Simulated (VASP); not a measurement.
Data:

```
MnF2
1.0
    4.80426     0.00000     0.00000
    0.00000     4.80426     0.00000
    0.00000     0.00000     3.09397
Mn F
2 4
Direct
  0.00000   0.00000   0.00000
  0.50000   0.50000   0.50000
  0.30496   0.30496   0.00000
  0.80496   0.19504   0.50000
  0.19504   0.80496   0.50000
  0.69504   0.69504   0.00000
```
Starting moments (μB, in the order of the record's atoms Mn Mn F F F F): 4.0 4.0 0.0 0.0 0.0 0.0.

Method: PBE GGA, VASP's PBE PAW potentials (set 64) (plane waves; VASP). Numerical set-up: 400 eV cut-off, 3×3×5 Γ-centred mesh, Fermi-Dirac smearing of 0.10 eV, potentials Mn_pv F.

At this cut-off the stress carries a Pulay error, which pulls relaxed volumes low. Energy and stress use the plane-wave basis of the starting cell. The moments were started parallel, and other spin orders were not tried in this run.

**Question.** The ions, cell shape and volume are relaxed. What does this cell relax into?

**Answer.** 
```
MnF2
1.0
    4.80022     0.00000     0.00000
    0.00000     4.80022     0.00000
    0.00000     0.00000     3.19135
Mn F
2 4
Direct
  0.00000   0.00000   0.00000
  0.50000   0.50000   0.50000
  0.30193   0.30193   0.00000
  0.80193   0.19807   0.50000
  0.19807   0.80193   0.50000
  0.69807   0.69807   0.00000
```
Space group P4_2/mnm (136), at a tolerance of 0.03 Å. The cell ends with 10.00 μB, on the sites 4.58 4.58 0.10 0.10 0.10 0.10 μB.

**Question.** How do energy and volume change from the first to the last step?

**Answer.** The energy (σ→0) changes by -17.7 meV/atom and the volume by +3.0 %, in 5 ionic steps.

The structure was generated: MnF2 was put into an ordered model structure, which need not be its known phase. This run relaxes it. Symmetry was kept, so distortions that lower it aren't found. The k-mesh is coarse (spacing up to 0.44 per Å, 2π included), so the numbers may not be converged in it. The run is one of a series of settings (EDIFFG = -0.01, IBRION = 2, ISIF = 3, NSW = 50 against the base run), some of them coarse on purpose.
